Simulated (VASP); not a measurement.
VASP ran on this input.

**KPOINTS**
```
Automatic mesh
0
Gamma
8 8 5
0 0 0
```

### INCAR
```
# general
SYSTEM  = GeSn
PREC    = Accurate
ENCUT   = 500
LREAL   = .FALSE.
LASPH   = .TRUE.   # aspherical one-centre terms

# electronic loop
EDIFF   = 1E-6
NELM    = 100
ALGO    = Normal   # blocked Davidson
LMAXMIX = 4   # l cut-off of mixed one-centre charges

# smearing
ISMEAR  = 1
SIGMA   = 0.1

# functional
GGA     = PS

# ions
IBRION  = 2   # conjugate gradients
NSW     = 40
ISIF    = 3   # ions, shape and volume
EDIFFG  = -0.02   # ionic stop

# output
LWAVE   = .FALSE.
LCHARG  = .FALSE.
```

File POSCAR:
```
GeSn
1
    4.3144388470     0.0000000000     0.0000000000
   -2.1572194235     3.7364131527    -0.0000000000
    0.0000000000     0.0000000000     7.0751330198
Ge Sn
2 2
Direct
  0.3333330000   0.6666670000   0.9997829145
  0.6666670000   0.3333330000   0.4997829145
  0.3333330000   0.6666670000   0.3752170855
  0.6666670000   0.3333330000   0.8752170855
```

POTCAR, in this order: Ge_d Sn_d (PBE.64 set). Program: vasp_std.

### Question
Write an equivalent input for Ansatz.

### Answer
One equivalent input (not run):
Ansatz 0.2 input:
```yaml
crystal:
  lattice:
    - [4.3144388, 0.0000000, 0.0000000]
    - [-2.1572194, 3.7364132, 0.0000000]
    - [0.0000000, 0.0000000, 7.0751330]
  atoms:
    - { symbol: Ge, position: [0.3333330, 0.6666670, 0.9997829] }
    - { symbol: Ge, position: [0.6666670, 0.3333330, 0.4997829] }
    - { symbol: Sn, position: [0.3333330, 0.6666670, 0.3752171] }
    - { symbol: Sn, position: [0.6666670, 0.3333330, 0.8752171] }
kpoints:
  mp_grid: { grid: [8, 8, 5] }
hamiltonian:
  xc: pbesol
  pseudopotentials: { kind: paw }
scf:
  occupations: { method: methfessel_paxton, width: 0.1 }
  max_iter: 100
relax:
  max_steps: 40
  f_tol: 0.02
  cell: {}
output: { forces: true, stress: true, eigenvalues: true }
```
The two are equivalent in intent, not identical: each code has its own PAW files, so the cut-off isn't converted (ENCUT is set for VASP's; basis.ecutwfc is left out, and Ansatz then takes the one that its files recommend); Ansatz stops its SCF on the density residual and VASP on the energy change (EDIFF).

The structure was generated: GeSn was put into the wurtzite type (P6_3mc), which need not be its known phase. It was relaxed first, which changed the volume by +7 %.
